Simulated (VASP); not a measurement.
Input for VASP

INCAR:
```
SYSTEM = BaS3
PREC = Accurate
ENCUT = 400
EDIFF = 1E-6
NELM = 100
ALGO = Normal
LREAL = .FALSE.
LASPH = .TRUE.
ISMEAR = 0
SIGMA = 0.05
METAGGA = R2SCAN
LMIXTAU = .TRUE.
LMAXMIX = 4
LWAVE = .FALSE.
LCHARG = .FALSE.
IBRION = 2
ISIF = 3
NSW = 60
EDIFFG = -0.02
```

**POSCAR**
```
BaS3
1
    6.9504016542    -0.0000000000     0.0000000000
   -0.0000000000     6.9504016542    -0.0000000000
    0.0000000000    -0.0000000000     4.2202955294
Ba S
2 6
Direct
  0.0000000000   0.0000000000   0.0000000000
  0.5000000000   0.5000000000   0.0000000000
  0.0000000000   0.5000000000   0.2114813980
  0.5000000000   0.0000000000   0.7885186020
  0.1779563272   0.3220436728   0.4747712871
  0.6779563272   0.1779563272   0.5252287129
  0.3220436728   0.8220436728   0.5252287129
  0.8220436728   0.6779563272   0.4747712871
```

File KPOINTS:
```
Automatic mesh
0
Gamma
3 3 5
0 0 0
```

POTCAR, in this order: Ba_sv S (PBE.64 set). Program: vasp_std.

Problem. Translate this r2SCAN calculation to Ansatz.

Solution. One equivalent input (not run):
Ansatz 0.2 input:
```yaml
crystal:
  lattice:
    - [6.9504017, 0.0000000, 0.0000000]
    - [0.0000000, 6.9504017, 0.0000000]
    - [0.0000000, 0.0000000, 4.2202955]
  atoms:
    - { symbol: Ba, position: [0.0000000, 0.0000000, 0.0000000] }
    - { symbol: Ba, position: [0.5000000, 0.5000000, 0.0000000] }
    - { symbol: S, position: [0.0000000, 0.5000000, 0.2114814] }
    - { symbol: S, position: [0.5000000, 0.0000000, 0.7885186] }
    - { symbol: S, position: [0.1779563, 0.3220437, 0.4747713] }
    - { symbol: S, position: [0.6779563, 0.1779563, 0.5252287] }
    - { symbol: S, position: [0.3220437, 0.8220437, 0.5252287] }
    - { symbol: S, position: [0.8220437, 0.6779563, 0.4747713] }
kpoints:
  mp_grid: { grid: [3, 3, 5] }
hamiltonian:
  xc: r2scan
  pseudopotentials: { kind: paw }
scf:
  occupations: { method: gaussian, width: 0.05 }
  max_iter: 100
relax:
  max_steps: 60
  f_tol: 0.02
  cell: {}
output: { forces: true, stress: true, eigenvalues: true }
```
What does not carry over: each code has its own PAW files, so the cut-off isn't converted (ENCUT is set for VASP's; basis.ecutwfc is left out, and Ansatz then takes the one that its files recommend); Ansatz stops its SCF on the density residual and VASP on the energy change (EDIFF).

The compound is BaS3 in the sg113 structure. It was relaxed first. The start is the result of an earlier pass.
